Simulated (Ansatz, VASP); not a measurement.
# Ge (amorphous Ge): VASP beside Ansatz

Aim: how closely do two programs agree when they are given the same cell, functional and k mesh? The structure shown is the start of the Ansatz relaxation below; VASP solves that cell, so the two are compared at the walk's first step.

Method: plane waves, with VASP 6.6.1 beside it; single point at PBE, in Ansatz 0.2.0.

## (1) Starting point

The cell holds 61 atoms: 61 Ge. Cell: a = 11.188 Å, b = 11.188 Å, c = 11.188 Å, α = 90.0°, β = 90.0°, γ = 90.0°. As first built, before any earlier steps moved the atoms (in the runner's words): 61 atoms (61 Ge) placed at random at 5.25 g/cm^3, melted at 3500 K for 10 ps at fixed volume with the Tersoff potential (Tersoff, Phys. Rev. B 39, 5566 (1989)). Quenched from 3500 K to 500 K at 3 K/ps and fixed volume, held 5 ps.

## (2) Ansatz: relaxation, PBE

Ansatz runs on its PAW soft_1 files.

The two programs are compared at the cell with which this relaxation starts, whose forces are those of its first step.

File input.yaml:

```yaml
crystal:
  lattice:
    - [11.1875, 0.0, 0.0]
    - [0.0, 11.1875, 0.0]
    - [0.0, 0.0, 11.1875]
  atoms:
    - { symbol: Ge, position: [0.51178, 0.32068, 0.88861] }
    - { symbol: Ge, position: [0.36001, 0.59655, 0.70457] }
    - { symbol: Ge, position: [0.12836, 0.30338, 0.68804] }
    - { symbol: Ge, position: [0.31716, 0.42832, 0.40035] }
    - { symbol: Ge, position: [0.88903, 0.72429, 0.13715] }
    - { symbol: Ge, position: [0.94721, 0.07919, 0.89752] }
    - { symbol: Ge, position: [0.0602, 0.96985, 0.52394] }
    - { symbol: Ge, position: [0.93187, 0.19648, 0.7116] }
    - { symbol: Ge, position: [0.17897, 0.9367, 0.7161] }
    - { symbol: Ge, position: [0.79691, 0.36564, 0.68998] }
    - { symbol: Ge, position: [0.21682, 0.56651, 0.25354] }
    - { symbol: Ge, position: [0.64824, 0.30756, 0.25186] }
    - { symbol: Ge, position: [0.32648, 0.55135, 0.06726] }
    - { symbol: Ge, position: [0.8403, 0.73741, 0.76611] }
    - { symbol: Ge, position: [0.34419, 0.99076, 0.09374] }
    - { symbol: Ge, position: [0.98783, 0.52676, 0.21104] }
    - { symbol: Ge, position: [0.60082, 0.31576, 0.59126] }
    - { symbol: Ge, position: [0.01905, 0.87122, 0.84857] }
    - { symbol: Ge, position: [0.99442, 0.62576, 0.62486] }
    - { symbol: Ge, position: [0.84568, 0.04602, 0.55414] }
    - { symbol: Ge, position: [0.02341, 0.07296, 0.23081] }
    - { symbol: Ge, position: [0.71893, 0.90587, 0.68072] }
    - { symbol: Ge, position: [0.23051, 0.77016, 0.33259] }
    - { symbol: Ge, position: [0.93185, 0.42788, 0.51406] }
    - { symbol: Ge, position: [0.53145, 0.54427, 0.81922] }
    - { symbol: Ge, position: [0.85765, 0.7955, 0.34843] }
    - { symbol: Ge, position: [0.1458, 0.52303, 0.75173] }
    - { symbol: Ge, position: [0.79722, 0.43076, 0.92051] }
    - { symbol: Ge, position: [0.75552, 0.64656, 0.96501] }
    - { symbol: Ge, position: [0.00242, 0.40625, 0.0253] }
    - { symbol: Ge, position: [0.25984, 0.13609, 0.76636] }
    - { symbol: Ge, position: [0.8108, 0.4617, 0.33143] }
    - { symbol: Ge, position: [0.05622, 0.196, 0.04907] }
    - { symbol: Ge, position: [0.58601, 0.0087, 0.82293] }
    - { symbol: Ge, position: [0.46615, 0.4904, 0.53717] }
    - { symbol: Ge, position: [0.49312, 0.06836, 0.51183] }
    - { symbol: Ge, position: [0.68272, 0.17903, 0.42781] }
    - { symbol: Ge, position: [0.5146, 0.85108, 0.57016] }
    - { symbol: Ge, position: [0.69814, 0.64529, 0.3425] }
    - { symbol: Ge, position: [0.51874, 0.66736, 0.00917] }
    - { symbol: Ge, position: [0.57312, 0.76731, 0.20079] }
    - { symbol: Ge, position: [0.70737, 0.57767, 0.69992] }
    - { symbol: Ge, position: [0.42271, 0.28032, 0.24961] }
    - { symbol: Ge, position: [0.14008, 0.57152, 0.97096] }
    - { symbol: Ge, position: [0.42428, 0.85683, 0.34864] }
    - { symbol: Ge, position: [0.25613, 0.16448, 0.97809] }
    - { symbol: Ge, position: [0.81834, 0.01875, 0.31666] }
    - { symbol: Ge, position: [0.16508, 0.90094, 0.17841] }
    - { symbol: Ge, position: [0.47931, 0.16465, 0.71625] }
    - { symbol: Ge, position: [0.15709, 0.11071, 0.38839] }
    - { symbol: Ge, position: [0.35946, 0.81147, 0.72854] }
    - { symbol: Ge, position: [0.14264, 0.30726, 0.47075] }
    - { symbol: Ge, position: [0.04612, 0.77117, 0.45326] }
    - { symbol: Ge, position: [0.72438, 0.91734, 0.1368] }
    - { symbol: Ge, position: [0.73149, 0.06011, 0.96492] }
    - { symbol: Ge, position: [0.59417, 0.65684, 0.52202] }
    - { symbol: Ge, position: [0.43996, 0.87066, 0.9304] }
    - { symbol: Ge, position: [0.37403, 0.07494, 0.30442] }
    - { symbol: Ge, position: [0.35619, 0.34389, 0.03725] }
    - { symbol: Ge, position: [0.07279, 0.76813, 0.03152] }
    - { symbol: Ge, position: [0.67421, 0.27112, 0.02558] }
kpoints:
  mp_grid: { grid: [1, 1, 1] }
hamiltonian:
  xc: pbe
  pseudopotentials: { kind: paw, azcp: { folder: soft_1 } }
scf:
  occupations: { method: gaussian, width: 0.025 }
output:
  forces: true
relax:
  f_tol: 0.05
  max_steps: 150
  cell: {}
```

Command:

```bash
ansatz run input.yaml --threads 4 --pin off --max-ram 8192MiB --backend cpu --events-out ev --progress --plain --runs-dir out
```

Numbers of over 12 decimals in the logs are rounded to 6 here.

The program printed:

```text
Engine: ansatz 0.2.0, x86_64-unknown-linux-gnu
Pseudopotentials: kind: paw
Pseudopotential: Ge, paw, valence charge 14, recommended cutoff 420 eV (normal), soft_1/Ge.paw.azcp
Functional definition: PBE
  parameter kappa = 0.804
  parameter beta = 0.066725
  exchange = pbe_x(kappa = kappa, mu = beta*pi^2/3)
  correlation = pbe_c(beta = beta)
Crystal: 61 atoms, lattice volume = 1400.229 Å³
Basis set: ecut = 420 eV, 27369 PW (Γ), exchange–correlation on 150×150×150 points (8 copies of the dense FFT grid, shifted against one another)
Bands: 513, of which v1, the nominal top of the filled ones, is band 427 counted from 1 (426 counted from 0)
Symmetry: 1 space group operations
Space group: P1 (ITA 1), of the structure as read, at distance tolerance 1.1e-4 Å
k-points: 1
Non-local potential: Ge, projectors of the file, l = 0: 2, l = 1: 2, l = 2: 3, l = 3: 1
PAW form: soft (Blöchl's): semilocal exchange-correlation on the pseudo side does not see the compensation charge
PAW one-centre angular grid: Ge, 590 points (default); XC on 64 Gauss nodes
Initial density: superposition of atomic densities (chi_scale 0.1, normalization cell)
Initial wavefunctions: pseudopotential atomic-orbital guess
Functional: x = pbe(κ = 0.804, μ = 0.219515), c = pbe(β = 0.066725)
SCF iter   1: F=—  HF=-261978.743718 eV  |F-HF|=—  |Δ(HF+E_count)|=         —  Δρ=3.12e-2  dr2=1.43e1  ethr=3.10e-3  ⟨swp⟩=6.0  Hψ=1831  notcnv=0
preconditioner: auto → LDOS  [insulator: Δε(μ)=0.052 eV  Ē_g=22.056 eV  σ=0.025 eV  W_gap=0.86  n_scr=388 (ndim 8)  ℏωp=29.0 eV  f_vac=0.030  D(μ)=30.21/eV (n_scr^D=178)  ε∞_Penn≈2.7  β→1.0]
SCF iter   2: F=—  HF=-261977.440248 eV  |F-HF|=—  |Δ(HF+E_count)|=    1.30e0  Δρ=8.50e-3  dr2=2.05e0  ethr=1.68e-3  ⟨swp⟩=2.0  Hψ=681  notcnv=0  defer=76
SCF iter   3: F=—  HF=-261977.245693 eV  |F-HF|=—  |Δ(HF+E_count)|=   1.95e-1  Δρ=4.75e-3  dr2=8.25e-1  ethr=2.40e-4  ⟨swp⟩=4.0  Hψ=884  notcnv=0  defer=76
SCF iter   4: F=—  HF=-261977.068642 eV  |F-HF|=—  |Δ(HF+E_count)|=   1.77e-1  Δρ=2.03e-3  dr2=1.60e-1  ethr=9.66e-5  ⟨swp⟩=3.0  Hψ=874  notcnv=0  defer=76
SCF iter   5: F=—  HF=-261977.048310 eV  |F-HF|=—  |Δ(HF+E_count)|=   2.03e-2  Δρ=9.71e-4  dr2=4.46e-2  ethr=1.88e-5  ⟨swp⟩=2.0  Hψ=568  notcnv=0  defer=76
SCF iter   6: F=—  HF=-261977.040919 eV  |F-HF|=—  |Δ(HF+E_count)|=   7.39e-3  Δρ=3.92e-4  dr2=1.02e-2  ethr=5.22e-6  ⟨swp⟩=2.0  Hψ=859  notcnv=0  defer=76
SCF iter   7: F=—  HF=-261977.039833 eV  |F-HF|=—  |Δ(HF+E_count)|=   1.09e-3  Δρ=2.29e-4  dr2=2.89e-3  ethr=1.20e-6  ⟨swp⟩=2.0  Hψ=532  notcnv=0  defer=76
SCF iter   8: F=—  HF=-261977.039529 eV  |F-HF|=—  |Δ(HF+E_count)|=   3.04e-4  Δρ=1.09e-4  dr2=7.73e-4  ethr=3.39e-7  ⟨swp⟩=2.0  Hψ=807  notcnv=0  defer=76
SCF iter   9: F=—  HF=-261977.039534 eV  |F-HF|=—  |Δ(HF+E_count)|=   5.18e-6  Δρ=5.48e-5  dr2=1.39e-4  ethr=9.05e-8  ⟨swp⟩=2.0  Hψ=720  notcnv=0  defer=76
SCF iter  10: F=—  HF=-261977.039513 eV  |F-HF|=—  |Δ(HF+E_count)|=   2.14e-5  Δρ=3.23e-5  dr2=4.90e-5  ethr=1.63e-8  ⟨swp⟩=2.0  Hψ=719  notcnv=0  defer=76
SCF iter  11: F=—  HF=-261977.038636 eV  |F-HF|=—  |Δ(HF+E_count)|=   8.77e-4  Δρ=1.70e-5  dr2=1.40e-5  ethr=5.74e-9  ⟨swp⟩=2.0  Hψ=639  notcnv=0  defer=76
SCF iter  12: F=—  HF=-261977.038634 eV  |F-HF|=—  |Δ(HF+E_count)|=   1.22e-6  Δρ=7.85e-6  dr2=2.73e-6  ethr=1.64e-9  ⟨swp⟩=2.0  Hψ=571  notcnv=0  defer=76
SCF iter  13: F=—  HF=-261977.038634 eV  |F-HF|=—  |Δ(HF+E_count)|=   1.40e-7  Δρ=4.11e-6  dr2=8.08e-7  ethr=3.19e-10  ⟨swp⟩=2.0  Hψ=603  notcnv=0  defer=76
SCF iter  14: F=—  HF=-261977.038634 eV  |F-HF|=—  |Δ(HF+E_count)|=   2.98e-8  Δρ=2.37e-6  dr2=2.84e-7  ethr=9.46e-11  ⟨swp⟩=2.0  Hψ=806  notcnv=0  defer=76
SCF iter  15: F=-261977.038634 eV  HF=-261977.038634 eV  |F-HF|=6.71e-8  |Δ(HF+E_count)|=   1.62e-8  Δρ=1.30e-6  dr2=8.61e-8  ethr=1.17e-11  ⟨swp⟩=3.0  Hψ=1373  notcnv=0
SCF 1 converged in 15 iterations: F = -261977.038634 eV  dr2 = 8.61e-8
  greatest PAW one-centre occupation: 0.998 electrons in one spin orbital (limit 2), on the Ge atom at site 41 (counted from 0), in its partial waves of l = 2
relax step   1: F+E_penalty+E_count = -261977.03863429 eV  Δ(F+E_penalty+E_count) = +0.000e0 eV  max|allowed force component| = 1.482e0 eV/Å  Δτ_max = 0.0000 Å  P = +3.846 GPa  Ω = 1400.229 Å³  (15 SCF iters, dr2 threshold 1.00e-7 eV, accepted)
Crystal: 61 atoms, lattice volume = 1475.911 Å³
Basis set: ecut = 420 eV, 28805 PW (Γ), exchange–correlation on 150×150×150 points (8 copies of the dense FFT grid, shifted against one another)
Initial density: handed on by an earlier stage of this run
Initial wavefunctions: those handed on with the density
iter 1 solved again at ethr=1.09e-4 eV; its pass at ethr=3.10e-3 eV (dr2=9.28e-1 eV) is discarded
SCF iter   1: F=—  HF=-261980.866155 eV  |F-HF|=—  |Δ(HF+E_count)|=         —  Δρ=9.87e-3  dr2=9.32e-1  ethr=1.09e-4  ⟨swp⟩=4.0  Hψ=2265  notcnv=0
[...]
atom   4  Ge    -0.00412088     0.01048492    -0.00018871
  atom   5  Ge    -0.00020561     0.01501150    -0.00580580
  atom   6  Ge     0.00098198    -0.00378331    -0.00152558
  atom   7  Ge    -0.00272131     0.00131203    -0.00340689
  atom   8  Ge    -0.00452026     0.00456176    -0.00968742
  atom   9  Ge     0.01062264    -0.00285704     0.00923518
  atom  10  Ge    -0.00993921    -0.00457449    -0.00647603
  atom  11  Ge    -0.01386606     0.00369042     0.00500752
  atom  12  Ge    -0.00837354     0.00789718     0.00049960
  atom  13  Ge     0.01357811     0.00044118    -0.01073937
  atom  14  Ge    -0.01341785    -0.00103825    -0.01397496
  atom  15  Ge    -0.02307350     0.01967078    -0.00082458
  atom  16  Ge     0.00495873    -0.00757700     0.00950454
  atom  17  Ge     0.01049789     0.00258684    -0.00874370
  atom  18  Ge     0.00043543    -0.01167841    -0.00063652
  atom  19  Ge    -0.00277678     0.00022759     0.00429095
  atom  20  Ge     0.00317713    -0.01306033    -0.00334069
  atom  21  Ge     0.00389314     0.01223502     0.00104873
  atom  22  Ge     0.00851818     0.00659834     0.00102126
  atom  23  Ge     0.00974434     0.00811231    -0.00177430
  atom  24  Ge     0.00898553    -0.00439187     0.01600495
  atom  25  Ge     0.00095122     0.00255923    -0.00953132
  atom  26  Ge    -0.00186910     0.00724369     0.01363906
  atom  27  Ge     0.00230967    -0.00032115    -0.01396312
[...]
atom  54  Ge     0.01185128    -0.00362273    -0.00112068
  atom  55  Ge     0.00443951     0.00191020     0.00624049
  atom  56  Ge     0.01470247    -0.01068778     0.01413326
  atom  57  Ge     0.02882868    -0.01289954     0.00303952
  atom  58  Ge     0.00244741    -0.00312367    -0.00312879
  atom  59  Ge    -0.01194881     0.00435927    -0.00066141
  atom  60  Ge    -0.00835926    -0.00503538    -0.01538598
  atom  61  Ge     0.00916417    -0.00400376    -0.00690720
  max |Σ_I F_I| component: 2.53e-6 eV/Å
--- Stress (GPa, compression-positive) ---
       -0.000381       0.015499       0.020559
        0.015499       0.029869       0.010005
        0.020559       0.010005      -0.014308
  P = ⅓ Tr σ = 0.0051 GPa (0.051 kbar)
--- Relaxed structure (29 steps of the walk, 28 accepted, 2 SCFs on fresh bases) ---
  F+E_penalty+E_count = -261983.58600743 eV   max|allowed force component| = 2.883e-2 eV/Å   (the final SCF, on the basis selected at the relaxed cell)
  cell:  # Å, volume = 1481.0178 Å³
    - [11.120722, -0.178981, -0.025276]
    - [-0.178981, 10.716240, 0.131025]
    - [-0.025276, 0.131025, 12.432522]
  atoms:
    - { symbol: Ge, position: [0.514055, 0.319200, 0.940296] }
    - { symbol: Ge, position: [0.361031, 0.573885, 0.699750] }
    - { symbol: Ge, position: [0.124802, 0.297079, 0.685918] }
    - { symbol: Ge, position: [0.315728, 0.432482, 0.388934] }
    - { symbol: Ge, position: [0.959825, 0.754780, 0.141132] }
    - { symbol: Ge, position: [0.915123, 0.080422, 0.885926] }
    - { symbol: Ge, position: [0.063120, 0.981249, 0.529837] }
    - { symbol: Ge, position: [0.914200, 0.207357, 0.717094] }
    - { symbol: Ge, position: [0.166625, 0.941312, 0.712343] }
    - { symbol: Ge, position: [0.774248, 0.360834, 0.646047] }
    - { symbol: Ge, position: [0.211156, 0.562602, 0.249612] }
    - { symbol: Ge, position: [0.670389, 0.296017, 0.263777] }
    - { symbol: Ge, position: [0.309334, 0.538885, 0.068241] }
    - { symbol: Ge, position: [0.827137, 0.723563, 0.714002] }
    - { symbol: Ge, position: [0.263779, 0.931276, 0.022245] }
    - { symbol: Ge, position: [0.991155, 0.527414, 0.199160] }
    - { symbol: Ge, position: [0.561203, 0.293554, 0.604502] }
    - { symbol: Ge, position: [-0.021530, 0.875240, 0.817652] }
    - { symbol: Ge, position: [0.991749, 0.620575, 0.605579] }
    - { symbol: Ge, position: [0.857006, 0.061471, 0.569478] }
    - { symbol: Ge, position: [0.038447, 0.095090, 0.219257] }
    - { symbol: Ge, position: [0.704485, 0.913189, 0.671769] }
    - { symbol: Ge, position: [0.237162, 0.763251, 0.336913] }
    - { symbol: Ge, position: [0.919672, 0.436613, 0.497322] }
[...]
- { symbol: Ge, position: [0.756602, 0.886897, 0.116691] }
    - { symbol: Ge, position: [0.725918, 0.059455, 0.980653] }
    - { symbol: Ge, position: [0.640956, 0.663837, 0.542999] }
    - { symbol: Ge, position: [0.423566, 0.848523, 0.902771] }
    - { symbol: Ge, position: [0.368001, 0.086500, 0.350273] }
    - { symbol: Ge, position: [0.358567, 0.314683, 0.078956] }
    - { symbol: Ge, position: [0.091417, 0.784743, -0.033642] }
    - { symbol: Ge, position: [0.693108, 0.277063, 0.055238] }
```

In the SCF lines HF is the Harris–Foulkes energy and dr2 the Hartree energy of the density residual, in eV; the loop may stop once dr2 is under the threshold and the program's other checks hold. Hψ counts applications of the Hamiltonian.

(Part 1 of 2 ends here.)

[Lines on the potential files, build, host, timing and source positions are cut from VASP's logs without a mark.]

[Logs are printed without paths, hosts, clocks, repeated set-up lines and the standing remarks that a program may print on its own settings, such as how far it seeks lower states.]

[Hosts, paths, dates, database ids (printed as entryN), source tags and the programs' standing remarks are cut or masked in the printed files.]
